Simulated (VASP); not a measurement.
Calculation: r2SCAN meta-GGA, VASP's PBE PAW potentials (set 64) (plane waves; VASP).

A VASP calculation is set up with these files.

INCAR:
```
LWAVE = F
ALGO = Normal
LCHARG = F
LREAL = F
ISMEAR = 0   # Gaussian
PREC = Accurate
ISIF = 2   # forces and stress, cell fixed
LMIXTAU = T
NELM = 100   # most electronic steps
METAGGA = R2SCAN
ENCUT = 600
SIGMA = 0.05
LASPH = T   # aspherical one-centre terms
EDIFF = 1E-7
SYSTEM = CdF2
LMAXMIX = 4   # l cut-off of mixed one-centre charges
```

**POSCAR**
```
CdF2
1
    0.0000000000     2.7016787717     2.7016787717
    2.7016787717    -0.0000000000     2.7016787717
    2.7016787717     2.7016787717     0.0000000000
Cd F
1 2
Direct
 -0.0277605172   0.0277605172  -0.0277605172
  0.2500000000   0.2500000000   0.2500000000
  0.7500000000   0.7500000000   0.7500000000
```

KPOINTS:
```
Automatic mesh
0
Gamma
6 6 6
0 0 0
```

POTCAR, in this order: Cd F (PBE.64 set). Program: vasp_std.

What VASP printed:

OSZICAR:
```
       N       E                     dE             d eps       ncg     rms          rms(c)
DAV:   1     0.196457929445E+03    0.19646E+03   -0.17289E+04  1020   0.177E+03
DAV:   2    -0.325654766064E+02   -0.22902E+03   -0.22111E+03  1130   0.416E+02
DAV:   3    -0.430552755878E+02   -0.10490E+02   -0.10460E+02  1091   0.101E+02
DAV:   4    -0.431092163389E+02   -0.53941E-01   -0.53933E-01  1167   0.714E+00
DAV:   5    -0.431093891579E+02   -0.17282E-03   -0.17282E-03  1096   0.368E-01    0.906E+00
DAV:   6    -0.333764589035E+02    0.97329E+01   -0.51986E+00  1022   0.504E+01    0.105E+01
DAV:   7    -0.334642558532E+02   -0.87797E-01   -0.24032E+00  1054   0.171E+01    0.481E+00
DAV:   8    -0.346080042752E+02   -0.11437E+01   -0.61289E-01  1020   0.112E+01    0.236E+00
DAV:   9    -0.332284251759E+02    0.13796E+01   -0.43163E-01  1022   0.786E+00    0.730E-01
DAV:  10    -0.336051109222E+02   -0.37669E+00   -0.47638E-01  1021   0.725E+00    0.278E-01
DAV:  11    -0.336458619338E+02   -0.40751E-01   -0.13186E-02  1028   0.160E+00    0.185E-01
DAV:  12    -0.336438586887E+02    0.20032E-02   -0.26701E-02  1022   0.210E+00    0.333E-01
DAV:  13    -0.336615969947E+02   -0.17738E-01   -0.10096E-02  1020   0.130E+00    0.804E-02
DAV:  14    -0.336621486653E+02   -0.55167E-03   -0.35019E-04  1089   0.218E-01    0.397E-02
DAV:  15    -0.336623964857E+02   -0.24782E-03   -0.11085E-04  1029   0.125E-01    0.176E-02
DAV:  16    -0.336624643195E+02   -0.67834E-04   -0.99619E-05  1026   0.119E-01    0.116E-02
DAV:  17    -0.336624945336E+02   -0.30214E-04   -0.29084E-05  1029   0.629E-02    0.249E-03
DAV:  18    -0.336624960248E+02   -0.14911E-05   -0.93234E-07  1065   0.132E-02    0.133E-03
DAV:  19    -0.336624967236E+02   -0.69880E-06   -0.33916E-07  1034   0.760E-03    0.762E-04
DAV:  20    -0.336624970801E+02   -0.35650E-06   -0.66025E-08   790   0.349E-03    0.287E-04
DAV:  21    -0.336624969925E+02    0.87583E-07   -0.37992E-09   525   0.703E-04
   1 F= -.33662497E+02 E0= -.33662497E+02  d E =-.101557E-17
```

File OUTCAR:
```
------------------------ aborting loop because EDIFF is reached ----------------------------------------
  FORCE on cell =-STRESS in cart. coord.  units (eV):
  Direction    XX          YY          ZZ          XY          YZ          ZX
  --------------------------------------------------------------------------------------
  Total        0.3631051      0.1086495      0.3631051      0.0000000      0.0000000      0.0000000
  in kB       14.7506709      4.4137439     14.7506709      0.0000000      0.0000000      0.0000000
  external PRESSURE =      11.3050286 kB  Pullay stress =       0.0000000 kB
  volume of cell :       39.44
      direct lattice vectors                 reciprocal lattice vectors
     0.000000000  2.701678772  2.701678772    -0.185070115  0.185070115  0.185070115
     2.701678772  0.000000000  2.701678772     0.185070115 -0.185070115  0.185070115
     2.701678772  2.701678772  0.000000000     0.185070115  0.185070115 -0.185070115
 POSITION                                       TOTAL-FORCE (eV/Angst)
 -----------------------------------------------------------------------------------
      2.70168      5.25336      2.70168         0.000000      0.845730      0.000000
      1.35084      1.35084      1.35084         0.000000     -0.422865      0.000000
      4.05252      4.05252      4.05252         0.000000     -0.422865      0.000000
 -----------------------------------------------------------------------------------
    total drift:                                0.000006     -0.000459      0.000006
  FREE ENERGIE OF THE ION-ELECTRON SYSTEM (eV)
  ---------------------------------------------------
  free  energy   TOTEN  =       -33.6624969925 eV

  energy  without entropy=      -33.6624969925  energy(sigma->0) =      -33.66249699
```
(Selected blocks of OUTCAR.)

**OUTCAR**
```
 val. band max:       -1.9229920521   @ k =  -0.3333   0.5000   0.1667

 cond. band min:       1.7948135515   @ k =   0.0000   0.0000   0.0000


 Fermi energy:        -1.6319851879

 k-point     1 :       0.0000    0.0000    0.0000
  band No.  band energies     occupation
      1     -23.8473      2.00000
      2     -22.8120      2.00000
      3      -7.5598      2.00000
      4      -7.5598      2.00000
      5      -7.5068      2.00000
      6      -6.3826      2.00000
      7      -6.3225      2.00000
      8      -2.9124      2.00000
      9      -2.9124      2.00000
     10      -2.8261      2.00000
     11      -2.4627      2.00000
     12      -2.4627      2.00000
     13      -2.4367      2.00000
     14       1.7948      0.00000
     15      11.6408      0.00000
     16      11.7127      0.00000
     17      11.7127      0.00000

 k-point     2 :       0.1667    0.0000    0.0000
  band No.  band energies     occupation
      1     -23.7665      2.00000
      2     -22.8835      2.00000
      3      -7.4874      2.00000
      4      -7.4627      2.00000
      5      -7.1948      2.00000
      6      -6.4015      2.00000
      7      -6.3532      2.00000
      8      -3.5761      2.00000
      9      -3.0840      2.00000
     10      -3.0449      2.00000
     11      -2.7168      2.00000
     12      -2.4377      2.00000
     13      -2.3692      2.00000
     14       2.7303      0.00000
     15      10.3791      0.00000
     16      12.1241      0.00000
     17      12.1251      0.00000

 k-point     3 :       0.3333    0.0000    0.0000
  band No.  band energies     occupation
      1     -23.5622      2.00000
      2     -23.0662      2.00000
      3      -7.2905      2.00000
      4      -7.2882      2.00000
      5      -6.5364      2.00000
      6      -6.3596      2.00000
      7      -6.3480      2.00000
      8      -4.4082      2.00000
      9      -3.5643      2.00000
     10      -3.4812      2.00000
     11      -3.4246      2.00000
...
```

The compound is CdF2 in the fluorite structure. This cell was strained or had an atom moved on purpose.
